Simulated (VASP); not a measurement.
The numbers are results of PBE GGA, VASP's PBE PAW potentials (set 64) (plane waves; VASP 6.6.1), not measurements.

The input files of a VASP run:

### KPOINTS
```
Automatic mesh
0
Gamma
8 8 8
0 0 0
```

**INCAR**
```
# general
SYSTEM  = TiO2
PREC    = Accurate
ENCUT   = 620
LREAL   = .FALSE.
LASPH   = .TRUE.

# electronic loop
EDIFF   = 1E-6
NELM    = 100
ALGO    = Normal
LMAXMIX = 4

# smearing
ISMEAR  = 0
SIGMA   = 0.05

# functional
GGA     = PE

# ions
IBRION  = 2
NSW     = 40
ISIF    = 3
EDIFFG  = -0.02
PSTRESS = 100

# output
LWAVE   = .FALSE.
LCHARG  = .FALSE.
```

File POSCAR:
```
TiO2
1.0
 -1.8839723230   1.8839723230   4.6745816922
  1.8839723230  -1.8839723230   4.6745816922
  1.8839723230   1.8839723230  -4.6745816922
Ti O
2 4
Direct
  0.7500000000   0.2500000000   0.5000000000
  0.0000000000   0.0000000000   0.0000000000
  0.5388716483   0.0388716483   0.5000000000
  0.7888716483   0.7888716483   0.0000000000
  0.2111283517   0.2111283517   0.0000000000
  0.9611283517   0.4611283517   0.5000000000
```

POTCAR, in this order: Ti_sv O (PBE.64 set). Program: vasp_std.

Output

**OSZICAR**
```
       N       E                     dE             d eps       ncg     rms          rms(c)
DAV:   1     0.739095689100E+03    0.73910E+03   -0.27789E+04  3304   0.226E+03
DAV:   2     0.670025674567E+02   -0.67209E+03   -0.65011E+03  3504   0.625E+02
DAV:   3    -0.644547962473E+02   -0.13146E+03   -0.12749E+03  5156   0.231E+02
DAV:   4    -0.704096857778E+02   -0.59549E+01   -0.59480E+01  4556   0.540E+01
DAV:   5    -0.706667983469E+02   -0.25711E+00   -0.25704E+00  4740   0.919E+00    0.339E+01
DAV:   6    -0.541048328073E+02    0.16562E+02   -0.11540E+02  4180   0.106E+02    0.120E+01
DAV:   7    -0.537979511207E+02    0.30688E+00   -0.15505E+01  4344   0.319E+01    0.847E+00
DAV:   8    -0.538836547284E+02   -0.85704E-01   -0.34547E+00  4288   0.181E+01    0.370E+00
DAV:   9    -0.537424309793E+02    0.14122E+00   -0.12884E+00  4388   0.104E+01    0.102E+00
DAV:  10    -0.537524217650E+02   -0.99908E-02   -0.90752E-02  3872   0.239E+00    0.303E-01
DAV:  11    -0.537508651970E+02    0.15566E-02   -0.11229E-02  4256   0.719E-01    0.642E-02
DAV:  12    -0.537510095641E+02   -0.14437E-03   -0.98262E-04  4620   0.293E-01    0.813E-02
DAV:  13    -0.537509622172E+02    0.47347E-04   -0.33618E-04  4528   0.152E-01    0.106E-02
DAV:  14    -0.537509654489E+02   -0.32317E-05   -0.13163E-05  4084   0.284E-02    0.392E-03
DAV:  15    -0.537509658198E+02   -0.37095E-06   -0.77677E-07  2288   0.914E-03
   1 F= -.49608669E+02 E0= -.49608669E+02  d E =-.496087E+02
       N       E                     dE             d eps       ncg     rms          rms(c)
DAV:   1    -0.537672458774E+02   -0.16280E-01   -0.11933E-01  4784   0.394E+00    0.558E-01
DAV:   2    -0.537642974259E+02    0.29485E-02   -0.11662E-02  4176   0.114E+00    0.214E-01
DAV:   3    -0.537637214919E+02    0.57593E-03   -0.44196E-03  3956   0.425E-01    0.512E-02
DAV:   4    -0.537637476869E+02   -0.26195E-04   -0.85779E-04  5060   0.163E-01    0.493E-02
DAV:   5    -0.537637701134E+02   -0.22426E-04   -0.33843E-05  4280   0.540E-02    0.338E-02
DAV:   6    -0.537638145627E+02   -0.44449E-04   -0.11237E-04  5792   0.583E-02    0.128E-02
DAV:   7    -0.537638153578E+02   -0.79514E-06   -0.45877E-06  3552   0.159E-02
   2 F= -.49608607E+02 E0= -.49608607E+02  d E =0.618007E-04
       N       E                     dE             d eps       ncg     rms          rms(c)
DAV:   1    -0.537576536655E+02    0.61609E-02   -0.40022E-02  4712   0.227E+00    0.324E-01
DAV:   2    -0.537566531771E+02    0.10005E-02   -0.39122E-03  4084   0.657E-01    0.124E-01
DAV:   3    -0.537564590285E+02    0.19415E-03   -0.14748E-03  3904   0.246E-01    0.294E-02
DAV:   4    -0.537564704164E+02   -0.11388E-04   -0.28333E-04  5076   0.929E-02    0.282E-02
DAV:   5    -0.537564795924E+02   -0.91760E-05   -0.11636E-05  4188   0.319E-02    0.190E-02
DAV:   6    -0.537564979145E+02   -0.18322E-04   -0.36681E-05  5780   0.328E-02    0.746E-03
DAV:   7    -0.537564983393E+02   -0.42482E-06   -0.13080E-06  2304   0.908E-03
   3 F= -.49608779E+02 E0= -.49608779E+02  d E =-.109923E-03
```

File OUTCAR:
```
------------------------ aborting loop because EDIFF is reached ----------------------------------------
  FORCE on cell =-STRESS in cart. coord.  units (eV):
  Direction    XX          YY          ZZ          XY          YZ          ZX
  --------------------------------------------------------------------------------------
  Total        4.1460371      4.1460371      4.0437616      0.0000000      0.0000000      0.0000000
  in kB       99.9594435     99.9594435     97.4936192      0.0000000      0.0000000      0.0000000
  external PRESSURE =      -0.8624980 kB  Pullay stress =     100.0000000 kB
  volume of cell :       66.45
      direct lattice vectors                 reciprocal lattice vectors
    -1.885093346  1.885093346  4.675135730     0.000000000  0.265238855  0.106948767
     1.885093346 -1.885093346  4.675135730     0.265238855  0.000000000  0.106948767
     1.885093346  1.885093346 -4.675135730     0.265238855  0.265238855  0.000000000
 POSITION                                       TOTAL-FORCE (eV/Angst)
 -----------------------------------------------------------------------------------
     -0.00000      1.88509      2.33757        -0.000000     -0.000000     -0.000000
     -0.00000      0.00000      0.00000        -0.000000     -0.000000      0.000000
     -0.00000      1.88509      0.36325        -0.000000     -0.000000     -0.005680
      0.00000      0.00000      7.37596        -0.000000     -0.000000     -0.005680
      0.00000      0.00000      1.97431         0.000000      0.000000      0.005680
      0.00000      1.88509      4.31188         0.000000      0.000000      0.005680
 -----------------------------------------------------------------------------------
    total drift:                               -0.000000     -0.000000      0.000000
  FREE ENERGIE OF THE ION-ELECTRON SYSTEM (eV)
  ---------------------------------------------------
  free  energy   TOTEN  =       -53.7564983393 eV

  energy  without entropy=      -53.7564983393  energy(sigma->0) =      -53.75649834
  enthalpy is  TOTEN    =       -49.6087790745 eV   P V=        4.1477192648

 reached required accuracy - stopping structural energy minimisation
```
(Selected blocks of OUTCAR.)

File CONTCAR:
```
TiO2
   1.00000000000000
    -1.8850933461085575    1.8850933461085575    4.6751357295977973
     1.8850933461085575   -1.8850933461085575    4.6751357295977973
     1.8850933461085575    1.8850933461085575   -4.6751357295977973
  Ti              O
     2     4
Direct
     0.7500000000000000    0.2500000000000000    0.5000000000000000
     0.0000000000000000    0.0000000000000000    0.0000000000000000
     0.5388494543925518    0.0388494543925518    0.5000000000000000
     0.7888494543925518    0.7888494543925518    0.0000000000000000
     0.2111505456074482    0.2111505456074482    0.0000000000000000
     0.9611505456074482    0.4611505456074482    0.5000000000000000
```

The compound is TiO2 in the anatase structure, one of several forms; rutile is the usual stable one. This run relaxes it under an external pressure of 10 GPa. Symmetry was kept, so distortions that lower it aren't found.
